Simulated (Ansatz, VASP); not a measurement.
# KTlIF in two plane-wave programs, part 2 of 2

One calculation is typed for both programs; each brings its own data sets and cutoff. How far apart do they land? The cell is invented: As first built, before any earlier steps moved the atoms (in the runner's words): it takes the KNaICl structure with some of its atoms replaced by other elements, volume scaled by an estimate. It may not be a known or stable phase. The cell is taken from a series of VASP runs on this material, whose earlier steps may have relaxed, scaled or displaced it; both programs get it as it stands.

VASP 6.6.1 and Ansatz 0.2.0.

So far. Step 2 (VASP: band structure, revPBE): The run ends at a pressure of 0.02 GPa.

### Step 4. Differences

Known differences besides the potentials themselves: the data sets hold 46 valence electrons in Ansatz (default PAW (the set named soft_2) files) and 36 in VASP; the cutoff is 420 eV in Ansatz and 520 eV in VASP; Ansatz makes its cores anew for this functional, VASP keeps those of its PBE data sets; VASP leaves aspherical gradient terms in its spheres out (LASPH is not set), Ansatz keeps them. Total energies have different zeros and are not compared.

Both answers:

```tsv
quantity	Ansatz	VASP	difference
pressure (GPa)	0.06	0.02	+0.05
pressure without Ansatz's Pulay correction (GPa)	-0.02	0.02	-0.03
gap over the path points (eV)	2.697	2.700	-0.004
```

Levels at points of the path, from each program's valence-band top (eV; 4 filled, then empty):

```tsv
k (reciprocal lattice)	Ansatz	VASP
0.000 0.000 0.000	-1.79 -0.78 -0.69 -0.69 4.20 4.43 5.51	-1.78 -0.78 -0.68 -0.68 4.21 4.44 5.51
0.000 0.133 0.000	-1.49 -0.80 -0.71 -0.69 4.26 4.28 5.01	-1.49 -0.79 -0.70 -0.69 4.26 4.28 5.01
0.000 0.300 0.000	-0.87 -0.85 -0.71 -0.64 3.52 3.80 4.27	-0.86 -0.85 -0.70 -0.64 3.53 3.81 4.27
0.000 0.467 0.000	-0.92 -0.86 -0.73 -0.12 2.73 3.52 3.67	-0.91 -0.86 -0.72 -0.12 2.73 3.52 3.67
0.000 0.500 0.000	-0.92 -0.87 -0.73 -0.10 2.70 3.51 3.65	-0.91 -0.86 -0.72 -0.10 2.70 3.52 3.65
0.100 0.500 0.000	-0.91 -0.85 -0.75 -0.39 3.01 3.57 3.96	-0.91 -0.84 -0.74 -0.38 3.01 3.57 3.96
0.267 0.500 0.000	-1.54 -0.89 -0.80 -0.73 3.90 4.38 5.13	-1.53 -0.89 -0.79 -0.73 3.90 4.39 5.13
0.433 0.500 0.000	-1.50 -0.88 -0.77 -0.76 4.43 5.54 5.65	-1.50 -0.87 -0.76 -0.75 4.43 5.54 5.65
0.433 0.433 0.000	-1.51 -0.88 -0.77 -0.76 4.36 5.53 5.54	-1.50 -0.87 -0.76 -0.75 4.36 5.53 5.54
0.267 0.267 0.000	-0.86 -0.84 -0.73 -0.70 3.50 3.94 5.31	-0.86 -0.83 -0.72 -0.70 3.50 3.94 5.32
```

Among the levels compared at these points, filled levels agree within 9 meV and empty ones within 6 meV. Ansatz's pressure holds a Pulay correction of 0.08 GPa; VASP's holds none.

### Step 5. Ansatz: single point, revPBE

A single point gives forces, pressure and levels at one fixed geometry, so differences don't come from the geometry; what else differs is listed under the comparison.

The cell is taken from a series of VASP runs on this material, whose earlier steps may have relaxed, scaled or displaced it; both programs get it as it stands.

Input file input.yaml:

```yaml
crystal:
  lattice:
    - [4.822373169, 0.0, 0.0]
    - [0.0, 4.822373169, 0.0]
    - [0.0, 0.0, 6.8215966159]
  atoms:
    - { symbol: Tl, position: [0.0, 0.0, 0.0] }
    - { symbol: I, position: [0.5, 0.5, 0.0] }
    - { symbol: K, position: [0.5, 0.5, 0.5] }
    - { symbol: F, position: [0.0, 0.0, 0.5] }
hamiltonian:
  xc: revpbe
  pseudopotentials: { kind: paw }
kpoints:
  mp_grid: { grid: [7, 7, 5] }
scf:
  occupations: { method: tetrahedron }
output:
  forces: true
  stress: true
  write_density: true
  write_potential: true
  elf: true
  volumetric_format: npy
```

Command:

```bash
$ ansatz run input.yaml --threads 2 --pin off --max-ram 4608MiB --backend cpu --events-out ev --progress --plain --runs-dir out
```

Numbers of over 12 decimals in the logs are rounded to 6 here.

Log:

```text
Warning: output.forces, output.stress, relax.cell or npt_langevin: where a Kohn–Sham band that disperses or a degenerate level is filled in part under the method tetrahedron, the forces or the stress that this run publishes need not agree with its energy (scf.occupations.method in the input reference, under Limitations); prefer a smearing scheme for the forces or the stress
[...]
k-point 0: bands = [... 19 lower, 0.6595, 1.6653, 1.7604, 1.7604, 6.6508, 6.8811, 7.9591, 8.3144, ... 1 higher]
  k-point 1: bands = [... 19 lower, 0.6580, 1.7086, 1.7571, 1.7571, 6.3027, 7.4298, 8.0353, 8.3063, ... 1 higher]
  k-point 2: bands = [... 19 lower, 0.6556, 1.7519, 1.7519, 1.8045, 5.9622, 8.2011, 8.2940, 8.2940, ... 1 higher]
  k-point 29: bands = [... 19 lower, 0.6852, 1.6660, 1.6697, 1.8150, 6.2456, 7.9725, 8.3170, 8.3535, ... 1 higher]
[key lines of the parts left out:]
SCF converged after 8 iterations
Free energy (F): -21328.149753 eV
Fermi energy:    2.350196 eV
P = ⅓ Tr σ = 0.0701 GPa (0.701 kbar)
```

Wall time 5.4 s (2 threads of Arm Neoverse V1, shared host); peak memory 0.47 GiB; 11 s of CPU time.

The run ends at a pressure of 0.07 GPa.

### Step 6. VASP: single point, revPBE

The same cell, functional, mesh and smearing now go to VASP, with its own data sets and cutoff.

Input file INCAR:

```
SYSTEM = KTlIF
PREC = Accurate
ENCUT = 520
EDIFF = 1E-06
NELM = 100
ISMEAR = -5
SIGMA = 0.05
LREAL = .FALSE.
ALGO = Normal
GGA = RE
NBANDS = 32
LORBIT = 11
LWAVE = .FALSE.
LCHARG = .FALSE.
KPAR = 2
NEDOS = 2001
```

Input file POSCAR:

```
KTlIF
1.0
    4.8223731690      0.0000000000      0.0000000000
    0.0000000000      4.8223731690      0.0000000000
    0.0000000000      0.0000000000      6.8215966159
Tl I K F
1 1 1 1
Direct
    0.0000000000      0.0000000000      0.0000000000
    0.5000000000      0.5000000000      0.0000000000
    0.5000000000      0.5000000000      0.5000000000
    0.0000000000      0.0000000000      0.5000000000
```

Input file KPOINTS:

```
Automatic mesh
0
Gamma
7 7 5
0 0 0
```

The projector-augmented-wave data sets are Tl_d, I, K_sv and F (PBE family, release 64).

Command:

```bash
$ mpirun -np 2 vasp_std
```

Log:

```text
[banner, memory and clock lines left out]
running    2 mpi-ranks, on    1 nodes
[...]
[... a notice as in an earlier step ...]

 LDA part: xc-table for (Slater+PW92), standard interpolation
 POSCAR, INCAR and KPOINTS ok, starting setup
[...]
entering main loop
       N       E                     dE             d eps       ncg     rms          rms(c)
DAV:   1     0.221019673461E+03    0.22102E+03   -0.16082E+04  1928   0.952E+02
DAV:   2     0.131871606613E+01   -0.21970E+03   -0.21276E+03  2232   0.250E+02
DAV:   3    -0.134882105079E+02   -0.14807E+02   -0.14730E+02  2832   0.555E+01
DAV:   4    -0.138445549721E+02   -0.35634E+00   -0.35516E+00  2784   0.684E+00
[...]
DAV:  13    -0.116772981577E+02   -0.57391E-05   -0.46506E-05  2216   0.274E-02    0.670E-03
DAV:  14    -0.116773029568E+02   -0.47991E-05   -0.13617E-05  2232   0.162E-02    0.759E-03
DAV:  15    -0.116773032393E+02   -0.28251E-06   -0.16262E-06  2304   0.503E-03
   1 F= -.11677303E+02 E0= -.11677303E+02  d E =0.000000E+00
```

Parts of OUTCAR (step 6):

```text
  Total        0.0172214      0.0172214      0.0266259      0.0000000     -0.0000000      0.0000000
  in kB        0.1739287      0.1739287      0.2689102      0.0000000     -0.0000000      0.0000000
  external PRESSURE =       0.2055892 kB  Pullay stress =       0.0000000 kB

  FREE ENERGIE OF THE ION-ELECTRON SYSTEM (eV)
  ---------------------------------------------------
  free  energy   TOTEN  =       -11.6773032393 eV

  energy  without entropy=      -11.6773032393  energy(sigma->0) =      -11.67730324

[... 2 parts as in an earlier step ...]

[... 2 further parts left out ...]
[key lines of the parts left out:]
E-fermi :   0.0187
```

The run ends at a pressure of 0.02 GPa.

### Step 7. Comparison

The two programs side by side:

```tsv
quantity	Ansatz	VASP	difference
pressure (GPa)	0.07	0.02	+0.05
pressure without Ansatz's Pulay correction (GPa)	-0.01	0.02	-0.03
gap on the k mesh (eV)	2.922	2.925	-0.003
```

A gap on the mesh is an upper bound, since the band edges may lie between its points; neither run holds spin-orbit coupling, which can move the band edges of a compound of Tl. Ansatz's pressure holds a Pulay correction of 0.08 GPa; VASP's holds none.

### Step 8. VASP: band structure, r2SCAN

The same path points are solved in both programs, so levels can be compared one by one.

Input file INCAR:

```
SYSTEM = KTlIF
PREC = Accurate
ENCUT = 520
EDIFF = 1E-06
NELM = 100
ISMEAR = -1
SIGMA = 0.05
LREAL = .FALSE.
ALGO = Normal
METAGGA = R2SCAN
LASPH = .TRUE.
NBANDS = 32
LORBIT = 11
LWAVE = .FALSE.
LCHARG = .FALSE.
KPAR = 2
```

POSCAR is that of step 6.

Input file KPOINTS:

```
Automatic mesh
0
Gamma
5 5 4
0 0 0
```

Input file KPOINTS_OPT:

```
Line mode
16
Line-mode
Reciprocal
  0.00000000   0.00000000   0.00000000 GAMMA
  0.00000000   0.50000000   0.00000000 X

  0.00000000   0.50000000   0.00000000 X
  0.50000000   0.50000000   0.00000000 M

  0.50000000   0.50000000   0.00000000 M
  0.00000000   0.00000000   0.00000000 GAMMA

  0.00000000   0.00000000   0.00000000 GAMMA
  0.00000000   0.00000000   0.50000000 Z

  0.00000000   0.00000000   0.50000000 Z
  0.00000000   0.50000000   0.50000000 R

  0.00000000   0.50000000   0.50000000 R
  0.50000000   0.50000000   0.50000000 A

  0.50000000   0.50000000   0.50000000 A
  0.00000000   0.00000000   0.50000000 Z

  0.00000000   0.50000000   0.00000000 X
  0.00000000   0.50000000   0.50000000 R

  0.50000000   0.50000000   0.00000000 M
  0.50000000   0.50000000   0.50000000 A
```

Command:

```bash
$ mpirun -np 2 vasp_std
```

Log:

```text
[banner, memory and clock lines left out]
running    2 mpi-ranks, on    1 nodes
[...]
[... a notice as in an earlier step ...]

 LDA part: xc-table for (None), standard interpolation
 POSCAR, INCAR and KPOINTS ok, starting setup
[...]
entering main loop
       N       E                     dE             d eps       ncg     rms          rms(c)
DAV:   1     0.135313394128E+03    0.13531E+03   -0.16412E+04  1152   0.978E+02
DAV:   2    -0.885529755152E+02   -0.22387E+03   -0.21490E+03  1352   0.257E+02
DAV:   3    -0.104036153311E+03   -0.15483E+02   -0.15383E+02  1680   0.571E+01
DAV:   4    -0.104498812872E+03   -0.46266E+00   -0.46035E+00  1736   0.741E+00
[...]
DAV:  13    -0.929017325989E+02   -0.38051E-04   -0.10921E-04  1352   0.460E-02    0.176E-02
DAV:  14    -0.929017359538E+02   -0.33549E-05   -0.65612E-05  1456   0.317E-02    0.127E-02
DAV:  15    -0.929017362949E+02   -0.34110E-06   -0.93257E-06  1320   0.151E-02
   1 F= -.92901736E+02 E0= -.92901736E+02  d E =-.283256E-10
 Start KPOINTS_OPT (optional k-point list driver)
k-point batch [1-18\144]
       N       E                     dE             ncg
DAV:   1    -0.196571016157E+04   -0.96911E+04     1160
DAV:   2    -0.593586050014E+04   -0.39702E+04     1352
DAV:   3    -0.621344526935E+04   -0.27758E+03     1688
DAV:   4    -0.622008161008E+04   -0.66363E+01     1792
DAV:   5    -0.622032353487E+04   -0.24192E+00     1568
DAV:   6    -0.622032668174E+04   -0.31469E-02     1552
DAV:   7    -0.622032678926E+04   -0.10752E-03     1648
DAV:   8    -0.622032679105E+04   -0.17892E-05     1216
DAV:   9    -0.622032679115E+04   -0.98331E-07      984
[...]
k-point batch [127-144\144]
       N       E                     dE             ncg
DAV:   1    -0.218086764308E+04   -0.21078E+05     1168
DAV:   2    -0.602306827358E+04   -0.38422E+04     1360
DAV:   3    -0.628214680200E+04   -0.25908E+03     1744
DAV:   4    -0.628892800873E+04   -0.67812E+01     1648
DAV:   5    -0.628914653742E+04   -0.21853E+00     1616
DAV:   6    -0.628915014731E+04   -0.36099E-02     1560
DAV:   7    -0.628915022071E+04   -0.73399E-04     1616
DAV:   8    -0.628915022176E+04   -0.10499E-05     1192
DAV:   9    -0.628915022185E+04   -0.90380E-07     1032
```

OUTCAR, selected parts (step 8):

```text
  Total       -1.2711760     -1.2711760     -1.4052716      0.0000000      0.0000000      0.0000000
  in kB      -12.8383316    -12.8383316    -14.1926396      0.0000000      0.0000000      0.0000000
  external PRESSURE =     -13.2897676 kB  Pullay stress =       0.0000000 kB

  FREE ENERGIE OF THE ION-ELECTRON SYSTEM (eV)
  ---------------------------------------------------
  free  energy   TOTEN  =       -92.9017362949 eV

  energy  without entropy=      -92.9017362949  energy(sigma->0) =      -92.90173629

[... 3 parts as in an earlier step ...]

[... 1 further part left out ...]
[key lines of the parts left out:]
E-fermi :   0.6605
```

The run ends at a pressure of -1.33 GPa.

### Step 9. Ansatz: band structure, r2SCAN

The same cell, functional, mesh and smearing now go to Ansatz, which takes its cutoff from its data sets.

The cell is taken from a series of VASP runs on this material, whose earlier steps may have relaxed, scaled or displaced it; both programs get it as it stands.

Input file input.yaml:

```yaml
crystal:
  lattice:
    - [4.822373169, 0.0, 0.0]
    - [0.0, 4.822373169, 0.0]
    - [0.0, 0.0, 6.8215966159]
  atoms:
    - { symbol: Tl, position: [0.0, 0.0, 0.0] }
    - { symbol: I, position: [0.5, 0.5, 0.0] }
    - { symbol: K, position: [0.5, 0.5, 0.5] }
    - { symbol: F, position: [0.0, 0.0, 0.5] }
hamiltonian:
  xc: r2scan
  pseudopotentials: { kind: paw }
kpoints:
  mp_grid: { grid: [5, 5, 4] }
  band_path:
    path:
      - [0.0, 0.0, 0.0]
      - [0.0, 0.13333, 0.0]
      - [0.0, 0.3, 0.0]
      - [0.0, 0.46667, 0.0]
      - [0.0, 0.5, 0.0]
      - [0.1, 0.5, 0.0]
      - [0.26667, 0.5, 0.0]
      - [0.43333, 0.5, 0.0]
      - [0.43333, 0.43333, 0.0]
      - [0.26667, 0.26667, 0.0]
      - [0.1, 0.1, 0.0]
      - [0.0, 0.0, 0.03333]
      - [0.0, 0.0, 0.2]
      - [0.0, 0.0, 0.36667]
      - [0.0, 0.0, 0.5]
      - [0.0, 0.16667, 0.5]
      - [0.0, 0.3, 0.5]
      - [0.0, 0.46667, 0.5]
      - [0.0, 0.5, 0.5]
      - [0.1, 0.5, 0.5]
      - [0.26667, 0.5, 0.5]
      - [0.43333, 0.5, 0.5]
      - [0.43333, 0.43333, 0.5]
      - [0.26667, 0.26667, 0.5]
      - [0.1, 0.1, 0.5]
      - [0.0, 0.5, 0.03333]
      - [0.0, 0.5, 0.2]
      - [0.0, 0.5, 0.36667]
      - [0.5, 0.5, 0.0]
      - [0.5, 0.5, 0.16667]
      - [0.5, 0.5, 0.33333]
      - [0.5, 0.5, 0.5]
    npoints: 1
scf:
  occupations: { method: fermi_dirac, width: 0.05 }
  n_extra_bands: 8
output:
  forces: true
  stress: true
  eigenvalues: true
```

Command:

```bash
$ ansatz run input.yaml --threads 2 --pin off --max-ram 4608MiB --backend cpu --events-out ev --progress --plain --runs-dir out
```

Log:

```text
[...]
Crystal: 4 atoms, lattice volume = 158.638 Å³
Basis set: ecut = 500 eV, 4033 PW (Γ), exchange–correlation on 144×144×200 points (64 copies of the dense FFT grid, shifted against one another)
Bands: 31, of which v1, the nominal top of the filled ones, is band 23 counted from 1 (22 counted from 0)
Symmetry: 16 space group operations
[...]
k-points: 18 of 100
[...]
k-point 0: bands = [... 19 lower, 0.1938, 1.0936, 1.1581, 1.1581, 6.4565, 6.6923, 7.7349, 8.3219, ... 4 higher]
  k-point 1: bands = [... 19 lower, 0.1924, 1.1524, 1.1524, 1.1545, 5.9752, 7.5139, 7.8695, 8.3084, ... 4 higher]
  k-point 2: bands = [... 19 lower, 0.1909, 1.1469, 1.1469, 1.2420, 5.6819, 8.0753, 8.2960, 8.2960, ... 4 higher]
  k-point 17: bands = [... 19 lower, 0.1769, 1.0619, 1.0656, 1.2656, 5.9072, 7.5657, 8.0729, 8.2059, ... 4 higher]
[key lines of the parts left out:]
SCF converged after 8 iterations
Free energy (F): -21341.984583 eV
Fermi energy:    3.547883 eV
P = ⅓ Tr σ = -1.2807 GPa (-12.807 kbar)
```

It took 12 s on 2 threads; peak memory 0.72 GiB.

### Step 10. Comparison

What differs besides the data sets and the points named for the pairs above, as far as they apply: VASP keeps PBE cores, Ansatz makes them for the functional; the cutoff is 500 eV in Ansatz and 520 eV in VASP. Total energies have different zeros and are not compared.

Compared:

```tsv
quantity	Ansatz	VASP	difference
pressure (GPa)	-1.28	-1.33	+0.05
gap over the path points (eV)	2.983	2.983	0.000
```

Levels at points of the path, from each program's valence-band top (eV; 4 filled, then empty):

```tsv
k (reciprocal lattice)	Ansatz	VASP
0.000 0.000 0.000	-1.85 -0.95 -0.89 -0.89 4.41 4.65 5.69	-1.84 -0.95 -0.88 -0.88 4.42 4.65 5.69
0.000 0.133 0.000	-1.53 -0.97 -0.91 -0.89 4.47 4.49 5.31	-1.52 -0.96 -0.90 -0.89 4.47 4.49 5.31
0.000 0.300 0.000	-1.03 -1.03 -0.91 -0.67 3.80 3.98 4.64	-1.03 -1.02 -0.91 -0.66 3.80 3.98 4.64
0.000 0.467 0.000	-1.10 -1.06 -0.93 -0.11 3.01 3.67 4.03	-1.09 -1.06 -0.93 -0.11 3.01 3.68 4.03
0.000 0.500 0.000	-1.10 -1.06 -0.93 -0.09 2.98 3.67 4.01	-1.09 -1.06 -0.93 -0.09 2.98 3.67 4.01
0.100 0.500 0.000	-1.09 -1.04 -0.94 -0.38 3.29 3.72 4.32	-1.09 -1.03 -0.94 -0.38 3.30 3.73 4.32
0.267 0.500 0.000	-1.59 -1.07 -1.00 -0.93 4.08 4.69 5.49	-1.59 -1.07 -0.99 -0.92 4.08 4.69 5.49
0.433 0.500 0.000	-1.57 -1.06 -0.97 -0.96 4.67 5.68 5.82	-1.56 -1.05 -0.96 -0.95 4.67 5.68 5.81
0.433 0.433 0.000	-1.57 -1.06 -0.97 -0.96 4.58 5.68 5.85	-1.57 -1.05 -0.96 -0.95 4.58 5.68 5.86
0.267 0.267 0.000	-1.04 -1.01 -0.93 -0.74 3.83 4.13 5.63	-1.03 -1.01 -0.93 -0.73 3.83 4.13 5.63
```

Among the levels compared at these points, filled levels agree within 8 meV and empty ones within 4 meV. Ansatz's pressure holds a Pulay correction of 0.02 GPa; VASP's holds none.

### Step 11. Outcome

```
difference in gap over the path points (band structure, revPBE) : -0.0035 eV
difference in gap on the k mesh (single point, revPBE)          : -0.0028 eV
difference in gap over the path points (band structure, r2SCAN) : -4.0e-4 eV
```

The difference in gap over the path points is -0.0035 eV (band structure, revPBE), within the 0.08 eV picked in this series as the mark of a large difference. Such differences can come from data sets, numerical settings and the points named under the comparisons, not from the functional's error against experiment.

[Lines on the potential files, build, host, timing and source positions are cut from VASP's logs without a mark.]

[Logs are printed without paths, hosts, clocks, repeated set-up lines and the standing remarks that a program may print on its own settings, such as how far it seeks lower states.]

[Hosts, paths, dates, database ids (printed as entryN), source tags and the programs' standing remarks are cut or masked in the printed files.]
